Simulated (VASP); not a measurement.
Input:

```yaml
crystal:
  lattice:
    - [-1.68171, 1.68171, 4.77038]
    - [1.68171, -1.68171, 4.77038]
    - [1.68171, 1.68171, -4.77038]
  atoms:
    - { symbol: Rh, position: [0.74358, 0.74358, 0.00000] }
    - { symbol: Rh, position: [0.49358, 0.99358, 0.50000] }
    - { symbol: Si, position: [0.17242, 0.17242, 0.00000] }
    - { symbol: Si, position: [0.92242, 0.42242, 0.50000] }
```

The numbers are results of PBEsol GGA, VASP's PBE PAW potentials (set 64) (plane waves; VASP), not measurements. Settings: 400 eV cut-off, 14×14×14 Γ-centred mesh, tetrahedra with Blöchl corrections, potentials Rh_pv Si.

Question: What does the run give for the energy per atom (σ→0), band gap (on the k-mesh) with the smallest direct gap where there is one?

Answer: 
```json
{
 "band gap (on the k-mesh)": "none (metal, semimetal or under 0.01 eV)",
 "energy per atom (σ→0)": "-7658 meV/atom"
}
```

The absolute energy has meaning only against runs of the same code, potentials and settings.

The structure was generated: SiRh was put into the NbAs type (I4_1md), which need not be its known phase. It was relaxed first.
